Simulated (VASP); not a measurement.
Output of a VASP run:

**OSZICAR**
```
       N       E                     dE             d eps       ncg     rms          rms(c)
DAV:   1     0.891395444400E+02    0.89140E+02   -0.73740E+03   832   0.116E+03
DAV:   2    -0.358660034489E+00   -0.89498E+02   -0.86555E+02  1116   0.179E+02
DAV:   3    -0.598165237980E+01   -0.56230E+01   -0.55824E+01  1017   0.516E+01
DAV:   4    -0.603503126640E+01   -0.53379E-01   -0.53146E-01   947   0.574E+00
DAV:   5    -0.603543030799E+01   -0.39904E-03   -0.39900E-03  1012   0.495E-01    0.672E+00
DAV:   6    -0.598875452399E+01    0.46676E-01   -0.35496E-02   902   0.138E+00    0.414E+00
DAV:   7    -0.597573802876E+01    0.13016E-01   -0.66783E-02   927   0.189E+00    0.187E-01
DAV:   8    -0.597497192809E+01    0.76610E-03   -0.10733E-02   857   0.737E-01    0.106E-01
DAV:   9    -0.597505251414E+01   -0.80586E-04   -0.28599E-04  1027   0.139E-01    0.322E-02
DAV:  10    -0.597506488813E+01   -0.12374E-04   -0.45323E-05   907   0.555E-02    0.909E-03
DAV:  11    -0.597506641641E+01   -0.15283E-05   -0.11167E-05   952   0.229E-02    0.377E-03
DAV:  12    -0.597506588943E+01    0.52698E-06   -0.23351E-06   877   0.110E-02    0.254E-03
DAV:  13    -0.597506574536E+01    0.14407E-06   -0.38264E-07   957   0.401E-03    0.348E-04
DAV:  14    -0.597506572088E+01    0.24481E-07   -0.46996E-08   456   0.156E-03
   1 F= -.59750657E+01 E0= -.59750657E+01  d E =0.000000E+00
```

**OUTCAR**
```
------------------------ aborting loop because EDIFF is reached ----------------------------------------
  FORCE on cell =-STRESS in cart. coord.  units (eV):
  Direction    XX          YY          ZZ          XY          YZ          ZX
  --------------------------------------------------------------------------------------
  Total       -0.0262065     -0.0262065     -0.0420466      0.0000000      0.0000000      0.0000000
  in kB       -0.5731781     -0.5731781     -0.9196286      0.0000000      0.0000000      0.0000000
  external PRESSURE =      -0.6886616 kB  Pullay stress =       0.0000000 kB
  volume of cell :       73.25
      direct lattice vectors                 reciprocal lattice vectors
     2.022642383 -3.503319362  0.000000000     0.247201386 -0.142721787  0.000000000
     2.022642383  3.503319362  0.000000000     0.247201386  0.142721787  0.000000000
     0.000000000  0.000000000  5.168930106     0.000000000  0.000000000  0.193463634
 POSITION                                       TOTAL-FORCE (eV/Angst)
 -----------------------------------------------------------------------------------
      0.50589      0.87623      3.44596         0.008965      0.015527      0.000000
      3.03350      0.00000      0.00000        -0.017929      0.000000      0.000000
      0.50589     -0.87623      1.72297         0.008965     -0.015527     -0.000000
 -----------------------------------------------------------------------------------
    total drift:                               -0.000227     -0.000431      0.000011
  FREE ENERGIE OF THE ION-ELECTRON SYSTEM (eV)
  ---------------------------------------------------
  free  energy   TOTEN  =        -5.9750657209 eV

  energy  without entropy=       -5.9750657209  energy(sigma->0) =       -5.97506572

 total charge

# of ion       s       p       d       tot
------------------------------------------
    1        1.526   2.129   0.054   3.708
    2        1.526   2.129   0.054   3.708
    3        1.526   2.129   0.054   3.708
--------------------------------------------------
tot          4.578   6.386   0.162  11.125

 Electric field gradients after diagonalization (V/A^2)
 (convention: |V_zz| > |V_xx| > |V_yy|)
----------------------------------------------------------------------
 ion       V_xx      V_yy      V_zz     asymmetry (V_yy - V_xx)/ V_zz
----------------------------------------------------------------------
   1     292.428   148.526  -440.954       0.326
   2     292.428   148.526  -440.954       0.326
   3     292.428   148.526  -440.954       0.326
```
(Selected blocks of OUTCAR.)

POSCAR:
```
Se
1
    2.0226423831    -3.5033193617     0.0000000000
    2.0226423831     3.5033193617    -0.0000000000
    0.0000000000     0.0000000000     5.1689301064
Se
3
Direct
  1.0000000000   0.2501156324   0.6666670000
  0.7498843676   0.7498843676   0.0000000000
  0.2501156324   1.0000000000   0.3333330000
```

Problem. Reconstruct the remaining input files.

Solution. One answer among several that fit: the input of the run itself, vdW-DF-cx, plane waves, VASP's PBE PAW potentials (set 64).

File KPOINTS:
```
K-points
0
G
 7 7 5
```

**INCAR**
```
SYSTEM = Se
PREC = Accurate; ENCUT = 520; LREAL = .FALSE.
LASPH = .TRUE.
EDIFF = 1E-7; NELM = 100; ALGO = Normal
LMAXMIX = 4
ISMEAR = -5
GGA = CX; LUSE_VDW = .TRUE.; AGGAC = 0.0
ISIF = 2
LWAVE = .FALSE.; LCHARG = .TRUE.; LORBIT = 11
NEDOS = 601
LEFG = .TRUE.
```

POTCAR, in this order: Se (PBE.64 set). Program: vasp_std.

The compound is Se in the trig structure. It was relaxed first, which changed the volume by -11 %.
